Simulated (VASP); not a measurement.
Computed with PBE GGA, VASP's PBE PAW potentials (set 64) (plane waves; VASP).

The input files of a VASP run:

### KPOINTS
```
Automatic mesh
0
Gamma
10 10 9
0 0 0
```

**INCAR**
```
SYSTEM = TiB2
PREC = Accurate
ENCUT = 650
EDIFF = 1E-6
NELM = 100
ALGO = Normal
LREAL = .FALSE.
LASPH = .TRUE.
ISMEAR = 1
SIGMA = 0.1
GGA = PE
LMAXMIX = 4
LWAVE = .FALSE.
LCHARG = .FALSE.
ISIF = 2
```

File POSCAR:
```
TiB2
1
    1.5150000000    -2.6240570000     0.0000000000
    1.5150000000     2.6240570000     0.0000000000
    0.0000000000     0.0000000000     3.2300000000
Ti B
1 2
Direct
  0.0000000000   0.0000000000   0.0000000000
  0.3333330000   0.6666670000   0.5000000000
  0.6666670000   0.3333330000   0.5000000000
```

POTCAR, in this order: Ti_sv B (PBE.64 set). Program: vasp_std.

Output

OSZICAR:
```
       N       E                     dE             d eps       ncg     rms          rms(c)
DAV:   1     0.141629683890E+03    0.14163E+03   -0.10665E+04  1820   0.184E+03
DAV:   2    -0.180772372201E+02   -0.15971E+03   -0.15557E+03  1860   0.427E+02
DAV:   3    -0.292337249621E+02   -0.11156E+02   -0.10837E+02  2750   0.102E+02
DAV:   4    -0.295863536830E+02   -0.35263E+00   -0.35224E+00  2282   0.173E+01
DAV:   5    -0.295972349553E+02   -0.10881E-01   -0.10881E-01  2709   0.267E+00    0.167E+01
DAV:   6    -0.243958242750E+02    0.52014E+01   -0.26643E+01  2393   0.597E+01    0.385E+00
DAV:   7    -0.244273531948E+02   -0.31529E-01   -0.17318E+00  2034   0.157E+01    0.332E+00
DAV:   8    -0.244367226931E+02   -0.93695E-02   -0.17118E-01  2611   0.386E+00    0.773E-01
DAV:   9    -0.244293282079E+02    0.73945E-02   -0.76072E-02  2402   0.369E+00    0.296E-01
DAV:  10    -0.244284593211E+02    0.86889E-03   -0.52952E-03  2285   0.101E+00    0.630E-02
DAV:  11    -0.244284718836E+02   -0.12562E-04   -0.41588E-04  2560   0.271E-01    0.511E-02
DAV:  12    -0.244284538345E+02    0.18049E-04   -0.11718E-04  2332   0.150E-01    0.982E-03
DAV:  13    -0.244284536488E+02    0.18565E-06   -0.80225E-06  2213   0.359E-02
   1 F= -.24428454E+02 E0= -.24428181E+02  d E =-.816891E-03
```

### OUTCAR
```
------------------------ aborting loop because EDIFF is reached ----------------------------------------
  FORCE on cell =-STRESS in cart. coord.  units (eV):
  Direction    XX          YY          ZZ          XY          YZ          ZX
  --------------------------------------------------------------------------------------
  Total        0.0607103      0.0607103     -0.0305997      0.0000000      0.0000000      0.0000000
  in kB        3.7875176      3.7875177     -1.9090129      0.0000000      0.0000000      0.0000000
  external PRESSURE =       1.8886741 kB  Pullay stress =       0.0000000 kB
  volume of cell :       25.68
      direct lattice vectors                 reciprocal lattice vectors
     1.515000000 -2.624057000  0.000000000     0.330033003 -0.190544641  0.000000000
     1.515000000  2.624057000  0.000000000     0.330033003  0.190544641  0.000000000
     0.000000000  0.000000000  3.230000000     0.000000000  0.000000000  0.309597523
 POSITION                                       TOTAL-FORCE (eV/Angst)
 -----------------------------------------------------------------------------------
      0.00000      0.00000      0.00000        -0.000000     -0.000000     -0.000000
      1.51500      0.87469      1.61500         0.000000     -0.000000     -0.000000
      1.51500     -0.87469      1.61500        -0.000000      0.000000      0.000000
 -----------------------------------------------------------------------------------
    total drift:                                0.000000      0.000000      0.000000
  FREE ENERGIE OF THE ION-ELECTRON SYSTEM (eV)
  ---------------------------------------------------
  free  energy   TOTEN  =       -24.4284536488 eV

  energy  without entropy=      -24.4276367581  energy(sigma->0) =      -24.42818135
```
(Selected blocks of OUTCAR.)

OUTCAR:
```
 val. band max:        9.8528985589   @ k =   0.0000   0.0000   0.4444

 cond. band min:       9.9287032312   @ k =   0.3000   0.2000   0.0000


 Fermi energy:         9.9189234483

 k-point     1 :       0.0000    0.0000    0.0000
  band No.  band energies     occupation
      1     -46.9763      2.00000
      2     -23.3205      2.00000
      3     -23.0178      2.00000
      4     -23.0178      2.00000
      5      -3.5121      2.00000
      6       7.3894      2.00000
      7       7.3894      2.00000
      8       7.6578      2.00000
      9       7.8759      2.00000
     10      11.8728     -0.00000
     11      11.8728     -0.00000
     12      13.6273      0.00000
     13      13.6274      0.00000

 k-point     2 :       0.1000    0.0000    0.0000
  band No.  band energies     occupation
      1     -46.9712      2.00000
      2     -23.3139      2.00000
      3     -23.0573      2.00000
      4     -23.0268      2.00000
      5      -3.3200      2.00000
      6       6.8451      2.00000
      7       7.3536      2.00000
      8       7.5108      2.00000
      9       7.9724      2.00000
     10      11.8166     -0.00000
     11      12.1945      0.00000
     12      12.9561      0.00000
     13      13.0828      0.00000

 k-point     3 :       0.2000    0.0000    0.0000
  band No.  band energies     occupation
      1     -46.9576      2.00000
      2     -23.2968      2.00000
      3     -23.1596      2.00000
      4     -23.0501      2.00000
      5      -2.7596      2.00000
      6       5.5245      2.00000
      7       7.2127      2.00000
      8       7.2233      2.00000
      9       8.1439      2.00000
     10      11.6728     -0.00000
     11      12.1836      0.00000
     12      12.5576      0.00000
     13      12.9151      0.00000

 k-point     4 :       0.3000    0.0000    0.0000
  band No.  band energies     occupation
      1     -46.9409      2.00000
      2     -23.2839      2.00000
      3     -23.2755      2.00000
...
```

The compound is TiB2 in the AlB2 type structure. The cell was not relaxed at this level. The run is one of a series of settings (ENCUT = 650 against the base run), some of them coarse on purpose.
